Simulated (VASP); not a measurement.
# Sn2C (P4_2/nmc) in VASP: relaxation of cell and atoms with PBE

Aim: the relaxation of cell and atoms of Sn2C with PBE.

Everything below comes from runs of VASP 6.6.1. Logs are shortened: lines on timing, memory, paths and dates and some standing lists are left out, and cuts for length are marked.

**1. The structure**

Symmetry: P4_2/nmc, No. 137, tetragonal system. Conventional cell: a = 3.600 Å, b = 3.600 Å, c = 10.100 Å, α = 90.00°, β = 90.00°, γ = 90.00°. Sn (site symmetry 2mm) is surrounded by 2 C at 2.20 Å. C (site symmetry -4m2) has 4 Sn at 2.20 Å as nearest neighbours.

The cell was built by a generator and needn't be a form met in nature.

**2. Relaxation of cell and atoms, PBE**

INCAR

```
SYSTEM = Sn2C
PREC = Normal
ENCUT = 520
EDIFF = 1E-4
ISMEAR = 0
SIGMA = 0.15
LREAL = .False.
LASPH = .True.
NELM = 60
ALGO = Fast
ISIF = 3
LWAVE = .False.
LCHARG = .False.
GGA = PE
IBRION = 2
NSW = 24
EDIFFG = -0.08
```

KPOINTS

```
Automatic mesh
0
Gamma
  5 5 2
  0 0 0
```

POSCAR

```
Sn2C
1.0
    3.6000000000      0.0000000000      0.0000000000
    0.0000000000      3.6000000000      0.0000000000
    0.0000000000      0.0000000000     10.1000000000
Sn C
4 2
Direct
    0.5000000000      0.0000000000      0.8750000000
    0.0000000000      0.5000000000      0.1250000000
    0.5000000000      0.0000000000      0.3750000000
    0.0000000000      0.5000000000      0.6250000000
    0.0000000000      0.0000000000      0.0000000000
    0.5000000000      0.5000000000      0.5000000000
```

Potentials or basis: VASP PAW PBE potentials, release 64 (Sn_d, C).

Command:

```console
cat potpaw_PBE.64/Sn_d/POTCAR potpaw_PBE.64/C/POTCAR > POTCAR
mpirun -np 1 vasp_std > vasp.out
```

OUTCAR:

```text
SYSTEM = Sn2C
   PREC = Normal
   ENCUT = 520
   EDIFF = 1E-4
   ISMEAR = 0
   LREAL = .False.
   LASPH = .True.
   NELM = 60
   ISIF = 3
   GGA = PE
   IBRION = 2
   NSW = 24
   EDIFFG = -0.08

 ion  position               nearest neighbor table
   1  0.500  0.000  0.875-   5 2.20   5 2.20   2 3.59   2 3.59   4 3.59   2 3.59   4 3.59   4 3.59
                             2 3.59   4 3.59
   2  0.000  0.500  0.125-   5 2.20   5 2.20   1 3.59   1 3.59   3 3.59   3 3.59   1 3.59   3 3.59
                             1 3.59   3 3.59
   3  0.500  0.000  0.375-   6 2.20   6 2.20   2 3.59   2 3.59   4 3.59   4 3.59   2 3.59   4 3.59
                             2 3.59   4 3.59
   4  0.000  0.500  0.625-   6 2.20   6 2.20   1 3.59   1 3.59   3 3.59   1 3.59   3 3.59   3 3.59
                             1 3.59   3 3.59
   5  0.000  0.000  0.000-   1 2.20   2 2.20   2 2.20   1 2.20
   6  0.500  0.500  0.500-   3 2.20   4 2.20   3 2.20   4 2.20

  LATTYP: Found a simple tetragonal cell.
 ALAT       =     3.6000000000
 C/A-ratio  =     2.8055555556

  Lattice vectors:

 A1 = (   3.6000000000,   0.0000000000,   0.0000000000)
 A2 = (   0.0000000000,   3.6000000000,   0.0000000000)
 A3 = (   0.0000000000,   0.0000000000,  10.1000000000)

Analysis of symmetry for initial positions (statically):
=====================================================================
 Subroutine PRICEL returns:
 Original cell was already a primitive cell.

 Routine SETGRP: Setting up the symmetry group for a
 simple tetragonal supercell.

 Subroutine GETGRP returns: Found 16 space group operations
 (whereof  8 operations were pure point group operations)
 out of a pool of 16 trial point group operations.

The static configuration has the point symmetry D_2d.
 The point group associated with its full space group is D_4h.

Analysis of symmetry for dynamics (positions and initial velocities):
=====================================================================
 Subroutine PRICEL returns:
 Original cell was already a primitive cell.

 Routine SETGRP: Setting up the symmetry group for a
 simple tetragonal supercell.

 Subroutine GETGRP returns: Found 16 space group operations
 (whereof  8 operations were pure point group operations)
 out of a pool of 16 trial point group operations.

The dynamic configuration has the point symmetry D_2d.
 The point group associated with its full space group is D_4h.

 Subroutine INISYM returns: Found 16 space group operations
 (whereof  8 operations are pure point group operations),
 and found     1 'primitive' translations

----------------------------------------------------------------------------------------

                                     Primitive cell

  volume of cell :     130.8960

  direct lattice vectors                    reciprocal lattice vectors
     3.600000000  0.000000000  0.000000000     0.277777778  0.000000000  0.000000000
     0.000000000  3.600000000  0.000000000     0.000000000  0.277777778  0.000000000
     0.000000000  0.000000000 10.100000000     0.000000000  0.000000000  0.099009901

  length of vectors
     3.600000000  3.600000000 10.100000000     0.277777778  0.277777778  0.099009901

  position of ions in fractional coordinates (direct lattice)
     0.500000000  0.000000000  0.875000000
     0.000000000  0.500000000  0.125000000
     0.500000000  0.000000000  0.375000000
     0.000000000  0.500000000  0.625000000
     0.000000000  0.000000000  0.000000000
     0.500000000  0.500000000  0.500000000

  ion indices of the primitive-cell ions
   primitive index   ion index
                 1           1
                 2           2
                 3           3
                 4           4
                 5           5
                 6           6

----------------------------------------------------------------------------------------

 KPOINTS: Automatic mesh

Automatic generation of k-mesh.
 Grid dimensions read from file:
 generate k-points for:    5    5    2

 Generating k-lattice:

  Cartesian coordinates                     Fractional coordinates (reciprocal lattice)
     0.055555556  0.000000000  0.000000000     0.200000000  0.000000000  0.000000000
     0.000000000  0.055555556  0.000000000     0.000000000  0.200000000  0.000000000
     0.000000000  0.000000000  0.049504950     0.000000000  0.000000000  0.500000000

  Length of vectors
     0.055555556  0.055555556  0.049504950

  Shift w.r.t. Gamma in fractional coordinates (k-lattice)
     0.000000000  0.000000000  0.000000000

 Subroutine IBZKPT returns following result:
 ===========================================

 Found     12 irreducible k-points:

 Following reciprocal coordinates:
            Coordinates               Weight
  0.000000  0.000000  0.000000      1.000000
  0.200000  0.000000  0.000000      4.000000
  0.400000  0.000000  0.000000      4.000000
  0.200000  0.200000  0.000000      4.000000
  0.400000  0.200000  0.000000      8.000000
  0.400000  0.400000  0.000000      4.000000
  0.000000  0.000000  0.500000      1.000000
  0.200000  0.000000  0.500000      4.000000
  0.400000  0.000000  0.500000      4.000000
  0.200000  0.200000  0.500000      4.000000
  0.400000  0.200000  0.500000      8.000000
  0.400000  0.400000  0.500000      4.000000
   k-points           NKPTS =     12   k-points in BZ     NKDIM =     12   number of bands    NBANDS=     38
   number of dos      NEDOS =    301   number of ions     NIONS =      6
   total plane-waves  NPLWV =  22400
   dimension x,y,z NGX =    20 NGY =   20 NGZ =   56
   dimension x,y,z NGXF=    40 NGYF=   40 NGZF=  112
   ions per type =               4   2
   NGX,Y,Z   is equivalent  to a cutoff of   9.24,  9.24,  9.22 a.u.
   NGXF,Y,Z  is equivalent  to a cutoff of  18.47, 18.47, 18.44 a.u.
 SYSTEM =  Sn2C
   PREC   = normal    normal or accurate (medium, high low for compatibility)
   ISTART =      0    job   : 0-new  1-cont  2-samecut
   ICHARG =      2    charge: 1-file 2-atom 10-const
   ISPIN  =      1    spin polarized calculation?
   LNONCOLLINEAR =      F non collinear calculations
   LSORBIT =      F    spin-orbit coupling
   LASPH  =      T    aspherical Exc in radial PAW
   ENCUT  =  520.0 eV  38.22 Ry    6.18 a.u.   6.69  6.69 18.78*2*pi/ulx,y,z
   NELM   =     60;   NELMIN=  2; NELMDL= -5     # of ELM steps
   EDIFF  = 0.1E-03   stopping-criterion for ELM
   LREAL  =      F    real-space projection
   EDIFFG = -.8E-01   stopping-criterion for IOM
   NSW    =     24    number of steps for IOM
   IBRION =      2    ionic relax: 0-MD 1-quasi-New 2-CG
   NFREE  =      1    steps in history (QN), initial steepest desc. (CG)
   ISIF   =      3    stress and relaxation
   ISYM   =      2    0-nonsym 1-usesym 2-fastsym
   POTIM  = 0.5000    time-step for ionic-motion
   TEBEG  =    0.0;   TEEND  =   0.0 temperature during run
   PSTRESS=    0.0 pullay stress
   NELECT =      64.0000    total number of electrons
   NUPDOWN=      -1.0000    fix difference up-down
   EMIN   =  10.00;   EMAX   =-10.00  energy-range for DOS
   EFERMI =   0.00;   METHOD = LEGACY
   ISMEAR =     0;   SIGMA  =   0.15  broadening in eV -4-tet -1-fermi 0-gaus
   EFERMI_NEDOS =   21; number of points for ismear=-14 and -15
   IALGO  =     68    algorithm
   IMIX   =      4    mixing-type and parameters
     AMIX     =   0.40;   BMIX     =  1.00
     AMIX_MAG =   1.60;   BMIX_MAG =  1.00
  volume/ion in A,a.u.               =      21.82       147.22
  Fermi-wavevector in a.u.,A,eV,Ry     =   1.289712  2.437202 22.631342  1.663357
  Thomas-Fermi vector in A             =   2.421588
   LORBIT       =      0    0 simple, 1 ext, 2 COOP (PROOUT), +10 PAW based schemes
   GGA     = PE    functional components
   LHFCALC =     F    Hartree Fock is set to
   AEXX    =    0.0000 exact exchange contribution
   IVDW    =     0    specifies the selected vdW correction
   LEPSILON=     F    determine dielectric tensor
   LRPA    =     F    only Hartree local field effects (RPA)
 conjugate gradient relaxation of ions
 non-spin polarized calculation
 RMM-DIIS sequential band-by-band and
 Gauss-broadening in eV      SIGMA  =   0.15
  energy-cutoff  :      520.00
  volume of cell :      130.90
 maximum number of plane-waves:      3544
   NGX = 13   NGY = 13   NGZ = 37

--------------------------------------- Ionic step        1  -------------------------------------------

 number of electron      64.0000220 magnetization

 Free energy of the ion-electron system (eV)
  ---------------------------------------------------
  ext. energy  EPLUGINS =         0.00000000
  ---------------------------------------------------
  free energy    TOTEN  =       -28.92615875 eV

  energy without entropy =      -28.89954308  energy(sigma->0) =      -28.91285092

------------------------ aborting loop because EDIFF is reached ----------------------------------------

  FORCE on cell =-STRESS in cart. coord.  units (eV):
  Direction    XX          YY          ZZ          XY          YZ          ZX
  --------------------------------------------------------------------------------------
  -------------------------------------------------------------------------------------
  Total       -1.6554241     -1.6554241      3.1267545      0.0000000      0.0000000      0.0000000
  in kB      -20.2625209    -20.2625209     38.2717210      0.0000000      0.0000000      0.0000000
  external PRESSURE =      -0.7511070 kB  Pullay stress =       0.0000000 kB

 VOLUME and BASIS-vectors are now :
 -----------------------------------------------------------------------------
  energy-cutoff  :      520.00
  volume of cell :      130.90
      direct lattice vectors                 reciprocal lattice vectors
     3.600000000  0.000000000  0.000000000     0.277777778  0.000000000  0.000000000
     0.000000000  3.600000000  0.000000000     0.000000000  0.277777778  0.000000000
     0.000000000  0.000000000 10.100000000     0.000000000  0.000000000  0.099009901
[... 241 lines left out ...]
 POSITION                                       TOTAL-FORCE (eV/Angst)
 -----------------------------------------------------------------------------------
      1.75167      0.00000      8.99364        -0.000000     -0.000000     -0.145049
      0.00000      1.75167      1.34189         0.000000      0.000000      0.145049
      1.75167      0.00000      3.82587        -0.000000     -0.000000     -0.145049
      0.00000      1.75167      6.50966         0.000000      0.000000      0.145049
      0.00000      0.00000     -0.00000         0.000000     -0.000000     -0.000000
      1.75167      1.75167      5.16777         0.000000      0.000000     -0.000000
 -----------------------------------------------------------------------------------
    total drift:                               -0.000000      0.000000      0.000000

  FREE ENERGIE OF THE ION-ELECTRON SYSTEM (eV)
  ---------------------------------------------------
  free  energy   TOTEN  =       -29.0945766353 eV

  energy  without entropy=      -29.0719964104  energy(sigma->0) =      -29.08328652

--------------------------------------- Ionic step        8  -------------------------------------------

 number of electron      64.0000030 magnetization

 Free energy of the ion-electron system (eV)
  ---------------------------------------------------
  ext. energy  EPLUGINS =         0.00000000
  ---------------------------------------------------
  free energy    TOTEN  =       -29.09931190 eV

  energy without entropy =      -29.07801595  energy(sigma->0) =      -29.08866392

 E-fermi :   7.4111     XC(G=0): -10.3270

 val. band max:        7.3251794707   @ k =   0.4000   0.4000   0.0000
 cond. band min:       7.5005085931   @ k =   0.2000   0.0000   0.0000
 fundamental gap:      0.1753291224
 Fermi energy:         7.4111432133

 k-point     1 :       0.0000    0.0000    0.0000
  band No.  band energies     occupation
      1     -14.1196      2.00000
      2     -14.0896      2.00000
      3     -14.0770      2.00000
      4     -14.0457      2.00000
      5     -13.9655      2.00000
      6     -13.9655      2.00000
[... 503 lines left out ...]
 POSITION                                       TOTAL-FORCE (eV/Angst)
 -----------------------------------------------------------------------------------
      1.75136      3.50272      8.94701        -0.000000      0.000000     -0.065364
      3.50272      1.75136      1.34348         0.000000     -0.000000      0.065364
      1.75136      3.50272      3.80176        -0.000000      0.000000     -0.065364
      3.50272      1.75136      6.48873         0.000000     -0.000000      0.065364
      0.00000      3.50272     10.29049         0.000000      0.000000     -0.000000
      1.75136      1.75136      5.14525        -0.000000      0.000000     -0.000000
 -----------------------------------------------------------------------------------
    total drift:                               -0.000000      0.000000      0.000000

  FREE ENERGIE OF THE ION-ELECTRON SYSTEM (eV)
  ---------------------------------------------------
  free  energy   TOTEN  =       -29.0993119020 eV

  energy  without entropy=      -29.0780159477  energy(sigma->0) =      -29.08866392

 reached required accuracy - stopping structural energy minimisation
```

Run time: 68 s. Hardware: 1 thread of Intel Xeon 6975P-C (Granite Rapids), shared host; peak memory 0.18 GiB.

Results:

```
Free energy                            : -29.0993 eV
Relaxed volume                         : 21.04 Å³/atom
Relaxed cell                           : a = 3.503 Å, b = 3.503 Å, c = 10.290 Å, α = 90.00°, β = 90.00°, γ = 90.00°
Space group after relaxing (to 0.05 Å) : P4_2/nmc (No. 137)
Energy gained by relaxing              : 28.9 meV/atom
Ionic steps                            : 8
Pressure after relaxing                : 0.0 GPa
Largest force after relaxing           : 0.065 eV/Å
Band gap on the k mesh                 : none (metal or under the smearing width)
```

Forces in eV/Å, atoms in the order of the input:
```
Sn   0.000  0.000 -0.065
Sn   0.000  0.000  0.065
Sn   0.000  0.000 -0.065
Sn   0.000  0.000  0.065
C    0.000  0.000  0.000
C    0.000  0.000  0.000
```

The path:
```csv
step,energy change (eV),largest force (eV/Å),pressure (GPa),volume (Å³)
1,0.0000,0.7942,-0.08,130.90
2,-0.1447,0.0981,-1.45,130.64
3,-0.1479,0.0015,-1.76,130.59
4,-0.1671,0.1353,0.79,125.98
5,-0.1684,0.1476,-0.28,127.07
6,-0.1684,0.0949,0.02,126.78
7,-0.1684,0.1450,-0.10,126.85
8,-0.1732,0.0654,-0.01,126.25
```

Final structure:
```cif
data_structure
_symmetry_space_group_name_H-M 'P 1'
_symmetry_Int_Tables_number 1
_cell_length_a 3.5027
_cell_length_b 3.5027
_cell_length_c 10.2905
_cell_angle_alpha 90.000
_cell_angle_beta 90.000
_cell_angle_gamma 90.000
_cell_volume 126.25
loop_
_atom_site_label
_atom_site_type_symbol
_atom_site_fract_x
_atom_site_fract_y
_atom_site_fract_z
_atom_site_occupancy
Sn1 Sn 0.50000 0.00000 0.86944 1
Sn2 Sn 0.00000 0.50000 0.13056 1
Sn3 Sn 0.50000 0.00000 0.36944 1
Sn4 Sn 0.00000 0.50000 0.63056 1
C1 C 0.00000 0.00000 0.00000 1
C2 C 0.50000 0.50000 0.50000 1
```

Caveat: the relaxation stopped at a loose force limit of 0.08 eV/Å, so its end isn't a converged minimum.
